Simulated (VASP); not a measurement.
An input for Quantum ESPRESSO's pw.x (written as the equivalent of a VASP run, and not itself run):

```
&CONTROL
  calculation = 'vc-relax'
  pseudo_dir = './pseudo'
  outdir = './out'
  tprnfor = .true.
  tstress = .true.
  nstep = 60
  forc_conv_thr = 0.00039
/
&SYSTEM
  ibrav = 0
  nat = 2
  ntyp = 2
  ecutwfc = 84
  occupations = 'smearing'
  smearing = 'methfessel-paxton'
  degauss = 0.00735
  input_dft = 'pw91'
/
&ELECTRONS
  conv_thr = 7.3e-08
  electron_maxstep = 100
/
&IONS
/
&CELL
/
ATOMIC_SPECIES
  Zn 65.380 Zn.upf
  Au 196.967 Au.upf
CELL_PARAMETERS angstrom
     3.1915535   -0.0000000   -0.0000000
    -0.0000000    3.1915535    0.0000000
    -0.0000000   -0.0000000    3.1915535
ATOMIC_POSITIONS crystal
  Zn   0.5000000  0.5000000  0.5000000
  Au   0.0000000  0.0000000  0.0000000
K_POINTS automatic
  10 10 10 0 0 0
```

Write the VASP files for the same calculation (PW91).

One answer among several that fit: 
File KPOINTS:
```
Automatic mesh
0
Gamma
10 10 10
0 0 0
```

**INCAR**
```
ALGO = Normal
EDIFF = 1E-6
EDIFFG = -0.01
ENCUT = 520
GGA = 91
IBRION = 2
ISIF = 3
ISMEAR = 1
LASPH = .TRUE.
LCHARG = .FALSE.
LMAXMIX = 6
LREAL = .FALSE.
LWAVE = .FALSE.
NELM = 100
NSW = 60
PREC = Accurate
SIGMA = 0.1
SYSTEM = AuZn
```

File POSCAR:
```
AuZn
1.0
  3.1915534728   0.0000000000   0.0000000000
  0.0000000000   3.1915534728   0.0000000000
  0.0000000000   0.0000000000   3.1915534728
Zn Au
1 1
direct
  0.5000000000   0.5000000000   0.5000000000
  0.0000000000   0.0000000000   0.0000000000
```

POTCAR, in this order: Zn Au (PBE.64 set). Program: vasp_std.

The two are equivalent in intent, not identical: the potentials are each code's own (VASP's PAW set, PseudoDojo norm-conserving files in pw.x), so ENCUT and ecutwfc are chosen apart and not converted; conv_thr bounds pw.x's estimated SCF error, while EDIFF bounds the energy change between steps; forc_conv_thr acts on force components and is met together with etot_conv_thr.

The compound is AuZn in the CsCl type structure. It was relaxed first. The start is the result of an earlier pass.
